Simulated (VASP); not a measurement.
All values below come from PBEsol GGA, VASP's PBE PAW potentials (set 64) (plane waves; VASP).

Input for VASP

**INCAR**
```
# general
SYSTEM =KTaO3
PREC   =Accurate
ENCUT  =620
LREAL  =F
LASPH  =T

# electronic loop
EDIFF  =1E-6
NELM   =100
ALGO   =Normal
LMAXMIX=6

# smearing
ISMEAR =0
SIGMA  =0.05

# functional
GGA    =PS

# ions
IBRION =2
NSW    =40
ISIF   =3
EDIFFG =-0.02
PSTRESS=450

# output
LWAVE  =F
LCHARG =F
```

**KPOINTS**
```
K-points
0
G
  6 6 6
```

POSCAR:
```
KTaO3
1
    3.7873401581    -0.0000000000     0.0000000000
   -0.0000000000     3.7873401581    -0.0000000000
   -0.0000000000    -0.0000000000     3.7873401581
K Ta O
1 1 3
Direct
  0.0000000000   0.0000000000   0.0000000000
  0.5000000000   0.5000000000   0.5000000000
  0.5000000000   0.0000000000   0.5000000000
  0.0000000000   0.5000000000   0.5000000000
  0.5000000000   0.5000000000   0.0000000000
```

POTCAR, in this order: K_sv Ta_pv O (PBE.64 set). Program: vasp_std.

What VASP printed:

### OSZICAR
```
       N       E                     dE             d eps       ncg     rms          rms(c)
DAV:   1     0.375443615560E+03    0.37544E+03   -0.24448E+04   920   0.197E+03
DAV:   2    -0.294854811433E+02   -0.40493E+03   -0.39631E+03  1075   0.502E+02
DAV:   3    -0.487668329482E+02   -0.19281E+02   -0.19235E+02  1151   0.107E+02
DAV:   4    -0.492700285424E+02   -0.50320E+00   -0.50303E+00  1650   0.146E+01
DAV:   5    -0.492722785740E+02   -0.22500E-02   -0.22499E-02  1158   0.995E-01    0.490E+01
DAV:   6    -0.419418588168E+02    0.73304E+01   -0.34530E+01  1106   0.471E+01    0.210E+01
DAV:   7    -0.418458385621E+02    0.96020E-01   -0.14448E+00  1205   0.897E+00    0.119E+01
DAV:   8    -0.417957413802E+02    0.50097E-01   -0.17567E-01  1212   0.370E+00    0.108E+00
DAV:   9    -0.417929269926E+02    0.28144E-02   -0.26944E-02  1289   0.105E+00    0.176E-01
DAV:  10    -0.417929498370E+02   -0.22844E-04   -0.19203E-03  1236   0.433E-01    0.102E-01
DAV:  11    -0.417929398554E+02    0.99816E-05   -0.35354E-04  1232   0.158E-01    0.385E-02
DAV:  12    -0.417929419687E+02   -0.21133E-05   -0.65784E-05  1399   0.675E-02    0.760E-03
DAV:  13    -0.417929418707E+02    0.97995E-07   -0.24702E-06  1021   0.146E-02
   1 F= -.26534687E+02 E0= -.26534687E+02  d E =-.265347E+02
```

OUTCAR:
```
------------------------ aborting loop because EDIFF is reached ----------------------------------------
  FORCE on cell =-STRESS in cart. coord.  units (eV):
  Direction    XX          YY          ZZ          XY          YZ          ZX
  --------------------------------------------------------------------------------------
  Total       15.2439007     15.2439007     15.2439007      0.0000000     -0.0000000      0.0000000
  in kB      449.5766591    449.5766591    449.5766591      0.0000000     -0.0000000      0.0000000
  external PRESSURE =      -0.4233409 kB  Pullay stress =     450.0000000 kB
  volume of cell :       54.33
      direct lattice vectors                 reciprocal lattice vectors
     3.787340158  0.000000000  0.000000000     0.264037546  0.000000000  0.000000000
     0.000000000  3.787340158  0.000000000     0.000000000  0.264037546  0.000000000
     0.000000000  0.000000000  3.787340158     0.000000000  0.000000000  0.264037546
 POSITION                                       TOTAL-FORCE (eV/Angst)
 -----------------------------------------------------------------------------------
      0.00000      0.00000      0.00000         0.000000      0.000000      0.000000
      1.89367      1.89367      1.89367         0.000000      0.000000      0.000000
      1.89367      0.00000      1.89367         0.000000      0.000000      0.000000
      0.00000      1.89367      1.89367         0.000000      0.000000      0.000000
      1.89367      1.89367      0.00000         0.000000      0.000000      0.000000
 -----------------------------------------------------------------------------------
    total drift:                                0.000000     -0.000000     -0.000000
  FREE ENERGIE OF THE ION-ELECTRON SYSTEM (eV)
  ---------------------------------------------------
  free  energy   TOTEN  =       -41.7929418707 eV

  energy  without entropy=      -41.7929418707  energy(sigma->0) =      -41.79294187
  enthalpy is  TOTEN    =       -26.5346868295 eV   P V=       15.2582550411

 reached required accuracy - stopping structural energy minimisation
```
(Selected blocks of OUTCAR.)

The compound is KTaO3 in the cubic perovskite structure. It was relaxed first under an external pressure of 45 GPa.
